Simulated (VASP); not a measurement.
Given:

```
ZnS
1.0
    0.00000     2.65194     2.65194
    2.65194     0.00000     2.65194
    2.65194     2.65194     0.00000
Zn S
1 1
Cartesian
  0.00000   0.00000   0.00000
  1.32597   1.32597   1.32597
```

The numbers are results of LDA (Ceperley-Alder, Perdew-Zunger), VASP's LDA PAW potentials (set 64) (plane waves; VASP), not measurements. Settings: 500 eV cut-off, 9×9×9 Γ-centred mesh, Gaussian smearing of 0.050 eV, potentials Zn S.

### Question
What does the run give for the energy per atom (σ→0), band gap (on the k-mesh) with the smallest direct gap where there is one?

### Answer

```yaml
band gap (on the k-mesh): 2.14 eV
smallest direct gap (on the k-mesh): 2.14 eV
energy per atom (σ→0): -4104 meV/atom
```

The absolute energy has meaning only against runs of the same code, potentials and settings.

The compound is ZnS in the zinc blende structure. It was relaxed first, which changed the volume by -6 %.
